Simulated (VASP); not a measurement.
Here is the system:

```
CELL_PARAMETERS angstrom
      1.23734    -2.14313     0.00000
      1.23734     2.14313     0.00000
      0.00000     0.00000     3.99332
ATOMIC_POSITIONS crystal
  Co 0.33333 0.66667 0.25000
  Co 0.66667 0.33333 0.75000
```
Starting moments (μB, in the order of the record's atoms Co Co): 1.6 1.6.

The numbers are results of PBE GGA, VASP's PBE PAW potentials (set 64) (plane waves; VASP), not measurements. Run with 500 eV cut-off, 17×17×9 Γ-centred mesh, first-order Methfessel-Paxton smearing of 0.10 eV, potentials Co.

Estimate the cell moment, energy per atom (σ→0), pressure, band gap (on the k-mesh) with the smallest direct gap where there is one.

```yaml
band gap (on the k-mesh): none (metal, semimetal or under 0.01 eV)
cell_moment: 3.20 μB
energy per atom (σ→0): -7.032 eV/atom
pressure: 4.97 GPa
```

Give the moment on each site (PAW-sphere projection).

| site | moment (μB) |
|---|---|
| Co1 | 1.61 |
| Co2 | 1.61 |

The compound is Co in the hcp structure. It was relaxed first under an external pressure of 5 GPa.
